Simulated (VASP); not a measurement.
Data:

```
CELL_PARAMETERS angstrom
      0.00000     2.18399     2.18399
      2.18399     0.00000     2.18399
      2.18399     2.18399     0.00000
ATOMIC_POSITIONS crystal
  Al 0.00000 0.00000 0.00000
  N  0.75000 0.75000 0.75000
```

These are Bethe-Salpeter equation (Tamm-Dancoff) on G0W0 levels and PBE orbitals, VASP's PBE PAW potentials (set 64) (plane waves; VASP) values and carry that method's errors. Run with PREC = Normal, 500 eV cut-off, 6×6×6 Γ-centred mesh, Gaussian smearing of 0.010 eV, potentials Al_GW N_GW_new.

The mesh is coarse, so the spectrum and binding energies are not converged.

The BSE takes 4 valence and 4 conduction bands in the Tamm-Dancoff approximation; the smallest direct G0W0 gap on the mesh is 5.85 eV.

**Question.** Where does the first bright exciton lie on this mesh?

**Answer.** At 5.27 eV. Its distance from the direct gap isn't converged on a mesh this coarse and overstates the binding.

```
ħω (eV)    ε₂
-------  ----
0.00     0.00
0.30     0.00
0.50     0.01
0.80     0.01
1.00     0.01
1.30     0.02
1.50     0.02
1.80     0.02
2.10     0.03
2.30     0.03
2.60     0.04
2.80     0.05
3.10     0.05
3.30     0.06
3.60     0.08
3.80     0.09
4.10     0.12
4.40     0.17
4.60     0.23
4.90     0.50
5.10     1.45
5.40     2.02
5.60     0.96
5.90     2.22
6.20     4.41
6.40     2.49
6.70     13.8
6.90     10.6
7.20     11.5
7.40     3.21
7.70     3.05
7.90     2.48
8.20     16.5
8.50     8.69
8.70     6.08
9.00     5.13
9.20     7.21
9.50     1.88
9.70     1.69
10.00    2.46
```

The structure comes from a computed database's AlN entry (F-43m); how it stands against other phases isn't given here. The cell was not relaxed at this level.
